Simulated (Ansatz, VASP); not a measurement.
# Si19O32 (amorphous SiO1.7): VASP beside Ansatz, part 2 of 2

Wanted: the spread between two codes on one cell, functional and k mesh. Of the first pair: The structure shown is the start of the Ansatz relaxation below; VASP solves that cell, so the two are compared at the walk's first step.

VASP 6.6.1 and Ansatz 0.2.0.

So far. Step 3 (VASP: single point, PBE, start cell, pair 1): The run ends at a pressure of -2.66 GPa, with forces up to 1.7 eV/Å.

## Step 6: VASP: single point, PBE, relaxed cell, pair 2

Level of this step: PBE; plane waves and PAW (Si, O) (VASP).

The same cell, functional, mesh and smearing now go to VASP, with its own data sets.

The input, INCAR:

```
SYSTEM = Si19O32
PREC = Accurate
ENCUT = 520
EDIFF = 1E-06
NELM = 120
ISMEAR = -1
SIGMA = 0.05
LREAL = Auto
ALGO = Normal
GGA = PE
NBANDS = 509
LORBIT = 11
LWAVE = .FALSE.
LCHARG = .FALSE.
ISIF = 2
LASPH = .TRUE.
GGA_COMPAT = .FALSE.
EFERMI = MIDGAP
```

The input, POSCAR:

```
Si19O32
1.0
   13.3125000000      0.0000000000      0.0000000000
    0.0000000000     13.3125000000      0.0000000000
    0.0000000000      0.0000000000     13.3125000000
Si O
57 96
Direct
    0.1741500000      0.1225300000      0.9886800000
    0.6559300000      0.4848100000      0.2289800000
[... 7 atom lines left out ...]
    0.8739400000      0.7382000000      0.7728200000
[... 5 atom lines left out ...]
    0.0939900000      0.7469700000      0.7978000000
[... 4 atom lines left out ...]
    0.1558400000      0.5363900000      0.0399600000
[... 4 atom lines left out ...]
    0.7433600000      0.0264000000      0.8843900000
[... 1 atom line left out ...]
    0.8879500000      0.9051300000      0.1032100000
    0.0081400000      0.5999600000      0.1140900000
[... 3 atom lines left out ...]
    0.6910100000      0.5422600000      0.9081800000
[... 1 atom line left out ...]
    0.1345500000      0.7526500000      0.0422700000
    0.7394200000      0.9030100000      0.6819000000
[... 2 atom lines left out ...]
    0.9814200000      0.0014900000      0.9158200000
[... 1 atom line left out ...]
    0.7304800000      0.5717100000      0.6628700000
[... 1 atom line left out ...]
    0.3224200000      0.8280900000      0.7315600000
[... 8 atom lines left out ...]
    0.0403700000      0.9999300000      0.6958800000
    0.0635800000      0.9401000000      0.4742500000
    0.0819800000      0.5396000000      0.6625300000
[... 1 atom line left out ...]
    0.7563200000      0.7648900000      0.9387300000
[... 1 atom line left out ...]
    0.7114200000      0.9592800000      0.7873000000
[... 2 atom lines left out ...]
    0.0679900000      0.4564100000      0.7530800000
    0.9466800000      0.0710000000      0.6660300000
    0.6807100000      0.5548800000      0.7840500000
    0.7422300000      0.6393200000      0.9922200000
[... 3 atom lines left out ...]
    0.9946500000      0.5147200000      0.5784800000
[... 5 atom lines left out ...]
    0.0176900000      0.9486100000      0.8083300000
[... 2 atom lines left out ...]
    0.1869000000      0.5300500000      0.5992500000
[... 1 atom line left out ...]
    0.1371600000      0.0733700000      0.7122900000
[... 1 atom line left out ...]
    0.1968200000      0.5014300000      0.9287900000
[... 1 atom line left out ...]
    0.7738900000      0.9833800000      0.5964300000
[... 1 atom line left out ...]
    0.7739300000      0.4548900000      0.9364300000
    0.0877300000      0.6464100000      0.7247100000
[... 10 atom lines left out ...]
    0.8228700000      0.6464700000      0.6986800000
[... 6 atom lines left out ...]
    0.2098700000      0.6537100000      0.0579100000
[... 8 atom lines left out ...]
    0.0270100000      0.7230600000      0.0979500000
    0.8084400000      0.8265700000      0.0388200000
[... 4 atom lines left out ...]
    0.9730000000      0.9303000000      0.0159600000
[... 3 atom lines left out ...]
    0.2052500000      0.8019000000      0.7712900000
[... 6 atom lines left out ...]
    0.1034900000      0.7499300000      0.9217100000
[... 1 atom line left out ...]
    0.8380400000      0.8360000000      0.7059300000
    0.1896100000      0.8518000000      0.0917000000
[... 4 atom lines left out ...]
    0.8646400000      0.0378600000      0.8991300000
[... 4 atom lines left out ...]
    0.0557400000      0.9231400000      0.6014500000
[... 3 atom lines left out ...]
    0.0649600000      0.0877100000      0.9410600000
[... 1 atom line left out ...]
    0.6359900000      0.7807800000      0.8974600000
    0.8863900000      0.5740100000      0.1161800000
[... 1 atom line left out ...]
    0.3001200000      0.5513100000      0.7571000000
    0.6422300000      0.8434500000      0.6349600000
```

The input, KPOINTS:

```
Automatic mesh
0
Gamma
1 1 1
0 0 0
```

Potentials, in the order of the species: Si and O (PBE family, release 64).

Launch:

```bash
export OMP_NUM_THREADS=3
mpirun -np 1 vasp_gam
```

Numbers of over 12 decimals in the logs are rounded to 6 here.

Output:

```text
[... set-up lines as in an earlier step ...]
 entering main loop
       N       E                     dE             d eps       ncg     rms          rms(c)
DAV:   1     0.728059976471E+04    0.72806E+04   -0.46012E+05  1042   0.151E+03
DAV:   2    -0.579446883852E+03   -0.78600E+04   -0.75902E+04  1263   0.362E+02
DAV:   3    -0.128233711620E+04   -0.70289E+03   -0.69732E+03  1188   0.116E+02
DAV:   4    -0.129860101491E+04   -0.16264E+02   -0.16172E+02  1212   0.188E+01
[...]
DAV:  18    -0.114360336424E+04   -0.30551E-05   -0.68064E-05  1220   0.150E-02    0.155E-02
DAV:  19    -0.114360336152E+04    0.27202E-05   -0.85292E-06  1180   0.527E-03    0.127E-02
DAV:  20    -0.114360336086E+04    0.65685E-06   -0.38163E-06  1052   0.383E-03
   1 F= -.11436034E+04 E0= -.11435804E+04  d E =-.459850E-01
```

OUTCAR, selected parts (step 6):

```text
  Total      -51.2109629     -3.9567124    -75.0643235    -15.4400516    -21.0962783    -19.0365733
  in kB      -34.7772039     -2.6869910    -50.9759461    -10.4852905    -14.3264163    -12.9276771
  external PRESSURE =     -29.4800470 kB  Pullay stress =       0.0000000 kB

  FREE ENERGIE OF THE ION-ELECTRON SYSTEM (eV)
  ---------------------------------------------------
  free  energy   TOTEN  =     -1143.6033608616 eV

  energy  without entropy=    -1143.5573758944  energy(sigma->0) =    -1143.58036838

[... 1 part as in an earlier step ...]

[... 2 further parts left out ...]
[key lines of the parts left out:]
E-fermi :   3.6423
```

The run ends at a pressure of -2.95 GPa, with forces up to 0.18 eV/Å.

## Step 7: Comparison

Both answers:

```csv
quantity,Ansatz,VASP,difference
gap on the k mesh (eV),0.274,0.273,0.000
```

Forces on 7 of the 153 atoms, those with the largest forces and the largest differences (eV/Å; atoms numbered as in POSCAR):

| atom | Ansatz x, y, z | VASP x, y, z |
| --- | --- | --- |
| Si5 | -0.012, -0.011, 0.005 | -0.060, 0.015, 0.063 |
| Si13 | -0.013, 0.012, -0.014 | -0.112, -0.019, 0.040 |
| Si32 | -0.015, 0.016, 0.011 | -0.045, -0.004, 0.085 |
| Si40 | -0.008, 0.005, -0.011 | -0.038, -0.010, -0.068 |
| Si44 | -0.007, -0.007, 0.000 | -0.051, -0.068, 0.042 |
| Si47 | 0.000, -0.006, -0.005 | -0.074, 0.002, -0.066 |
| O87 | 0.010, 0.002, 0.008 | 0.161, 0.033, -0.066 |

The forces differ by 22 meV/Å r.m.s., which is 92.6 % of the r.m.s. force of 0.024 eV/Å (both taken over all components). A gap on the mesh is an upper bound, since the band edges may lie between its points.

## Step 8: Results

```json
{
 "r.m.s. force difference (single point, PBE, start cell, pair 1)": "23 meV/Å",
 "r.m.s. force difference (single point, PBE, relaxed cell, pair 2)": "22 meV/Å"
}
```

What this shows: The r.m.s. force difference is 23 meV/Å (single point, PBE, start cell, pair 1), beyond the 12 meV/Å picked in this series as the mark of a large difference. What causes the difference of the single point, PBE, start cell, pair 1 pair stays open here. What causes the difference of the single point, PBE, relaxed cell, pair 2 pair stays open here. How closely two codes agree says nothing of how well the functional describes the real material.

[Lines on the potential files, build, host, timing and source positions are cut from VASP's logs without a mark.]

[Logs are printed without paths, hosts, clocks, repeated set-up lines and the standing remarks that a program may print on its own settings, such as how far it seeks lower states.]

[Hosts, paths, dates, database ids (printed as entryN), source tags and the programs' standing remarks are cut or masked in the printed files.]
